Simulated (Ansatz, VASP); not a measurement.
# HfO2 in two plane-wave programs, part 2 of 3

One calculation is typed for both programs; each brings its own data sets and cutoff. How far apart do they land? The cell is taken from a series of VASP runs on this material, whose earlier steps may have relaxed, scaled or displaced it; both programs get it as it stands.

VASP 6.6.1 and Ansatz 0.2.0.

So far: Starting point; Ansatz: zone-centre phonons, LDA.

### 3. VASP: zone-centre phonons, LDA

Level of this step: LDA; plane waves and PAW (Hf_pv, O) (VASP).

The same cell, functional (in two slightly different forms) and mesh now go to VASP, with its own data sets and cutoff.

Lines of VASP's logs that name or quote its potential files are left out, and so is its time.

Contents of INCAR:

```
SYSTEM = HfO2
PREC = Accurate
ENCUT = 520
EDIFF = 1E-08
NELM = 100
ISMEAR = 0
SIGMA = 0.02
LREAL = .FALSE.
ALGO = Normal
GGA = CA
NBANDS = 17
LORBIT = 11
LWAVE = .FALSE.
LCHARG = .FALSE.
KPAR = 4
IBRION = 8
LEPSILON = .TRUE.
```

Contents of POSCAR:

```
HfO2
1.0
    0.0000000000      2.5575000000      2.5575000000
    2.5575000000      0.0000000000      2.5575000000
    2.5575000000      2.5575000000      0.0000000000
Hf O
1 2
Direct
    0.0000000000      0.0000000000      0.0000000000
    0.2500000000      0.2500000000      0.2500000000
    0.7500000000      0.7500000000      0.7500000000
```

Contents of KPOINTS:

```
Automatic mesh
0
Gamma
14 14 14
0 0 0
```

PAW data sets: Hf_pv and O (LDA family, release 64).

Run with:

```sh
$ mpirun -np 4 vasp_std
```

The log of the run:

```text
[banner, memory and clock lines left out]
running    4 mpi-ranks, on    1 nodes
 distrk:  each k-point on    1 cores,    4 groups
 distr:  one band on    1 cores,    1 groups

 POSCAR found type information on POSCAR HfO
 POSCAR found :  2 types and       3 ions
 LDA part: xc-table for (Slater(with rela. corr.)+CA(PZ))
 , standard interpolation
 POSCAR, INCAR and KPOINTS ok, starting setup
 FFT: planning ... GRIDC
 FFT: planning ... GRID_SOFT
 FFT: planning ... GRID
 WAVECAR not read
 entering main loop
       N       E                     dE             d eps       ncg     rms          rms(c)
DAV:   1     0.881285366130E+02    0.88129E+02   -0.12847E+04  3544   0.128E+03
DAV:   2    -0.348894007262E+02   -0.12302E+03   -0.11936E+03  4620   0.292E+02
DAV:   3    -0.385935518784E+02   -0.37042E+01   -0.36952E+01  4199   0.464E+01
DAV:   4    -0.386145239485E+02   -0.20972E-01   -0.20966E-01  4633   0.388E+00
DAV:   5    -0.386146583065E+02   -0.13436E-03   -0.13435E-03  4311   0.287E-01    0.468E+01
DAV:   6    -0.331690172305E+02    0.54456E+01   -0.23394E+01  3683   0.334E+01    0.416E+01
DAV:   7    -0.329922793670E+02    0.17674E+00   -0.86270E-01  4023   0.748E+00    0.290E+01
DAV:   8    -0.329349094182E+02    0.57370E-01   -0.35267E-01  3595   0.530E+00    0.879E+00
DAV:   9    -0.329108228706E+02    0.24087E-01   -0.65687E-02  3664   0.222E+00    0.244E+00
DAV:  10    -0.329104977900E+02    0.32508E-03   -0.27476E-03  4474   0.393E-01    0.748E-02
DAV:  11    -0.329104797581E+02    0.18032E-04   -0.14606E-04  3936   0.952E-02    0.709E-02
DAV:  12    -0.329104808382E+02   -0.10801E-05   -0.93970E-06  4741   0.232E-02    0.292E-02
DAV:  13    -0.329104808678E+02   -0.29609E-07   -0.20630E-07  4271   0.411E-03    0.473E-03
DAV:  14    -0.329104808719E+02   -0.40718E-08   -0.93312E-09  3205   0.934E-04
   1 F= -.32910481E+02 E0= -.32910481E+02  d E =-.176721E-22
 Linear response reoptimize wavefunctions to high precision
DAV:   1    -0.329104808725E+02   -0.63369E-09   -0.71148E-10  2783   0.231E-04
DAV:   2    -0.329104808726E+02   -0.45475E-10   -0.88480E-11  1951   0.730E-05
 Linear response G [H, r] |phi>, progress :
  Direction:   1
       N       E                     dE             d eps       ncg     rms
RMM:   1    -0.902731005310E+02   -0.90273E+02    0.70694E+02  5161   0.187E+02
RMM:   2    -0.901410035013E+02    0.13210E+00   -0.19670E+01  5684   0.293E+01
RMM:   3    -0.901835176314E+02   -0.42514E-01   -0.10017E+00  7087   0.409E+00
RMM:   4    -0.901910440140E+02   -0.75264E-02   -0.66493E-02  7352   0.910E-01
RMM:   5    -0.901919483309E+02   -0.90432E-03   -0.53959E-03  7420   0.205E-01
RMM:   6    -0.901919941609E+02   -0.45830E-04   -0.48342E-04  7369   0.526E-02
RMM:   7    -0.901919982522E+02   -0.40914E-05   -0.95214E-05  7379   0.157E-02
RMM:   8    -0.901919990620E+02   -0.80978E-06    0.13580E-04  6843   0.648E-03
RMM:   9    -0.901919969155E+02    0.21465E-05    0.59301E-05  6395   0.419E-03
RMM:  10    -0.901919970528E+02   -0.13734E-06    0.19243E-04  6195   0.357E-03
RMM:  11    -0.901919968395E+02    0.21330E-06    0.23032E-04  5455   0.339E-03
RMM:  12    -0.901919969697E+02   -0.13019E-06    0.12599E-04  4930   0.332E-03
RMM:  13    -0.901919980418E+02   -0.10721E-05    0.13935E-04  4645   0.330E-03
 Linear response G [H, r] |phi>, progress :
  Direction:   2
       N       E                     dE             d eps       ncg     rms
RMM:   1    -0.874062554264E+02   -0.87406E+02    0.75293E+02  5171   0.187E+02
RMM:   2    -0.862155385911E+02    0.11907E+01   -0.20156E+01  5771   0.297E+01
RMM:   3    -0.862438429767E+02   -0.28304E-01   -0.85314E-01  7146   0.402E+00
RMM:   4    -0.862504258476E+02   -0.65829E-02   -0.52685E-02  7356   0.864E-01
RMM:   5    -0.862511130586E+02   -0.68721E-03   -0.56379E-03  7436   0.209E-01
RMM:   6    -0.862511628457E+02   -0.49787E-04   -0.57874E-04  7395   0.548E-02
RMM:   7    -0.862511638683E+02   -0.10226E-05   -0.70906E-05  7413   0.158E-02
RMM:   8    -0.862511634352E+02    0.43314E-06    0.21032E-05  6828   0.636E-03
RMM:   9    -0.862511635755E+02   -0.14034E-06    0.74373E-05  6391   0.392E-03
RMM:  10    -0.862511646064E+02   -0.10309E-05   -0.21804E-05  6198   0.327E-03
RMM:  11    -0.862511643845E+02    0.22188E-06   -0.11290E-04  5567   0.308E-03
RMM:  12    -0.862511643453E+02    0.39273E-07   -0.10484E-04  5011   0.301E-03
RMM:  13    -0.862511633687E+02    0.97655E-06   -0.29042E-04  4712   0.300E-03
 Linear response G [H, r] |phi>, progress :
  Direction:   3
       N       E                     dE             d eps       ncg     rms
RMM:   1    -0.881963845792E+02   -0.88196E+02    0.59226E+02  5320   0.179E+02
RMM:   2    -0.909477389107E+02   -0.27514E+01   -0.14421E+01  5629   0.255E+01
RMM:   3    -0.909750083888E+02   -0.27269E-01   -0.82459E-01  6936   0.370E+00
RMM:   4    -0.909769754277E+02   -0.19670E-02   -0.55771E-02  7043   0.794E-01
RMM:   5    -0.909774223254E+02   -0.44690E-03   -0.41842E-03  7291   0.195E-01
[...]
change of polarisation eV/A/(eV/A) component  1 :     0.892     0.013    -0.015
 dielectric tensor                  component  1 :     5.824     0.073    -0.080
 Linear response to external field (no local field effect), progress :
  Direction:   2
       N       E                     dE             d eps       ncg     rms          rms(c)
[...]
change of polarisation eV/A/(eV/A) component  1 :     0.812     0.010     0.001
 dielectric tensor                  component  1 :     5.391     0.053     0.004
 Linear response to external field, progress :
  Direction:   2
       N       E                     dE             d eps       ncg     rms          rms(c)
RMM:   1    -0.417955866555E+00   -0.41796E+00   -0.18128E+00 17387   0.394E+00
RMM:   2    -0.424941321345E+00   -0.69855E-02   -0.13554E-02 13424   0.693E-01    0.157E+00
RMM:   3    -0.414385565924E+00    0.10556E-01   -0.72302E-03 12798   0.618E-01    0.831E-01
RMM:   4    -0.421933784378E+00   -0.75482E-02   -0.87837E-03 13608   0.680E-01    0.150E-01
RMM:   5    -0.423599819264E+00   -0.16660E-02   -0.25668E-04 13928   0.114E-01    0.745E-02
RMM:   6    -0.424608728036E+00   -0.10089E-02   -0.19797E-05 14835   0.306E-02    0.278E-02
RMM:   7    -0.424707086265E+00   -0.98358E-04   -0.15563E-06 15016   0.777E-03    0.545E-03
RMM:   8    -0.424718406236E+00   -0.11320E-04   -0.15897E-07 15639   0.182E-03    0.705E-04
RMM:   9    -0.424718056206E+00    0.35003E-06   -0.74325E-08 15071   0.597E-04    0.277E-04
RMM:  10    -0.424720318246E+00   -0.22620E-05   -0.12444E-07 14607   0.250E-04    0.935E-05
RMM:  11    -0.424719561788E+00    0.75646E-06   -0.17045E-07  9564   0.139E-04    0.234E-05
RMM:  12    -0.424719611666E+00   -0.49878E-07   -0.91641E-08  7778   0.132E-04    0.138E-05
RMM:  13    -0.424719903288E+00   -0.29162E-06   -0.64360E-08  6605   0.130E-04    0.237E-06
 change of polarisation eV/A/(eV/A) component  2 :     0.007     0.812    -0.002
 dielectric tensor                  component  2 :     0.038     5.391    -0.013
 Linear response to external field, progress :
  Direction:   3
       N       E                     dE             d eps       ncg     rms          rms(c)
RMM:   1    -0.417955143272E+00   -0.41796E+00   -0.18128E+00 17387   0.394E+00
RMM:   2    -0.424941319396E+00   -0.69862E-02   -0.13554E-02 13424   0.693E-01    0.157E+00
RMM:   3    -0.414385482699E+00    0.10556E-01   -0.72302E-03 12799   0.618E-01    0.831E-01
RMM:   4    -0.421933451040E+00   -0.75480E-02   -0.87836E-03 13609   0.680E-01    0.150E-01
RMM:   5    -0.423600252039E+00   -0.16668E-02   -0.25668E-04 13924   0.114E-01    0.745E-02
RMM:   6    -0.424607482141E+00   -0.10072E-02   -0.19796E-05 14837   0.306E-02    0.277E-02
RMM:   7    -0.424706696495E+00   -0.99214E-04   -0.15555E-06 15018   0.777E-03    0.545E-03
RMM:   8    -0.424717650643E+00   -0.10954E-04   -0.15641E-07 15638   0.182E-03    0.705E-04
RMM:   9    -0.424718142253E+00   -0.49161E-06   -0.57982E-08 15067   0.597E-04    0.277E-04
RMM:  10    -0.424719494774E+00   -0.13525E-05    0.20861E-08 14580   0.250E-04    0.949E-05
RMM:  11    -0.424719652662E+00   -0.15789E-06   -0.19572E-07  9588   0.139E-04    0.224E-05
RMM:  12    -0.424720391719E+00   -0.73906E-06   -0.95852E-08  7765   0.133E-04    0.131E-05
RMM:  13    -0.424720479059E+00   -0.87339E-07   -0.23453E-08  6568   0.130E-04    0.227E-06
 change of polarisation eV/A/(eV/A) component  3 :    -0.000     0.007     0.812
 dielectric tensor                  component  3 :    -0.002     0.036     5.391
 Linear response DOF=           2
 Linear response progress:
  Degree of freedom:   1/  2
       N       E                     dE             d eps       ncg     rms          rms(c)
RMM:   1    -0.231489794217E+00   -0.23149E+00    0.21464E+00  9997   0.951E+00
RMM:   2    -0.225071081054E+00    0.64187E-02   -0.28325E-02 12489   0.114E+00    0.751E-01
RMM:   3    -0.224262300339E+00    0.80878E-03   -0.10118E-03 15273   0.152E-01    0.382E-01
RMM:   4    -0.223668547251E+00    0.59375E-03   -0.11830E-04 16830   0.595E-02    0.193E-01
RMM:   5    -0.223288131257E+00    0.38042E-03   -0.23690E-05 16848   0.299E-02    0.175E-02
RMM:   6    -0.223303145688E+00   -0.15014E-04   -0.26115E-06 16720   0.908E-03    0.145E-02
RMM:   7    -0.223309901060E+00   -0.67554E-05   -0.60964E-07 18690   0.255E-03    0.113E-02
RMM:   8    -0.223309232720E+00    0.66834E-06   -0.91074E-06 17602   0.990E-04    0.146E-03
RMM:   9    -0.223308804453E+00    0.42827E-06   -0.59545E-06 18395   0.389E-04    0.213E-04
RMM:  10    -0.223309104840E+00   -0.30039E-06   -0.32365E-06 18315   0.230E-04    0.379E-05
RMM:  11    -0.223309142881E+00   -0.38041E-07   -0.17292E-06 18905   0.165E-04    0.147E-04
RMM:  12    -0.223309101228E+00    0.41654E-07   -0.92528E-07 18498   0.138E-04    0.629E-05
RMM:  13    -0.223309124326E+00   -0.23098E-07   -0.43347E-07 16498   0.126E-04    0.331E-05
RMM:  14    -0.223309136363E+00   -0.12038E-07   -0.19476E-07 15174   0.120E-04    0.137E-05
RMM:  15    -0.223309139222E+00   -0.28586E-08   -0.66773E-08 14057   0.117E-04    0.675E-06
 first order change of Fermi-energy   0.70769E-02
 force on displaced ion       1 direction 1 :  -2.858   0.000   0.000
 Born effective charge ion    1 direction 1 :   5.528   0.000   0.000
 Linear response progress:
  Degree of freedom:   2/  2
       N       E                     dE             d eps       ncg     rms          rms(c)
RMM:   1    -0.370148419313E+00   -0.37015E+00    0.21219E-01 31344   0.373E+00
RMM:   2    -0.357492120864E+00    0.12656E-01   -0.12023E-02 22436   0.685E-01    0.635E-01
RMM:   3    -0.358706727344E+00   -0.12146E-02   -0.89266E-04 21451   0.180E-01    0.389E-01
RMM:   4    -0.360677103734E+00   -0.19704E-02   -0.70660E-04 21597   0.171E-01    0.431E-02
RMM:   5    -0.360436665078E+00    0.24044E-03   -0.34192E-05 24996   0.340E-02    0.274E-02
RMM:   6    -0.360407676249E+00    0.28989E-04   -0.16407E-06 26446   0.584E-03    0.261E-02
RMM:   7    -0.360407485403E+00    0.19085E-06   -0.12616E-07 26362   0.137E-03    0.205E-02
RMM:   8    -0.360395738543E+00    0.11747E-04   -0.18456E-07 24281   0.286E-03    0.159E-02
RMM:   9    -0.360400664069E+00   -0.49255E-05   -0.51936E-08 25803   0.672E-04    0.606E-03
RMM:  10    -0.360401035296E+00   -0.37123E-06   -0.44016E-08 28503   0.213E-04    0.186E-03
RMM:  11    -0.360401070388E+00   -0.35092E-07   -0.44653E-08 26505   0.166E-04    0.944E-04
RMM:  12    -0.360401014094E+00    0.56294E-07   -0.28527E-08 29364   0.123E-04    0.381E-04
RMM:  13    -0.360401021775E+00   -0.76805E-08   -0.42573E-08 28620   0.113E-04    0.541E-05
 first order change of Fermi-energy  -0.16263E-04
 force on displaced ion       2 direction 1 :  -9.136   0.000   0.000
 Born effective charge ion    2 direction 1 :  -2.765   0.000   0.000
 Born effective charges drift removed
 Linear response finished
```

(Part 2 of 3 ends here.)

[Lines on the potential files, build, host, timing and source positions are cut from VASP's logs without a mark.]

[Logs are printed without paths, hosts, clocks, repeated set-up lines and the standing remarks that a program may print on its own settings, such as how far it seeks lower states.]

[Hosts, paths, dates, database ids (printed as entryN), source tags and the programs' standing remarks are cut or masked in the printed files.]
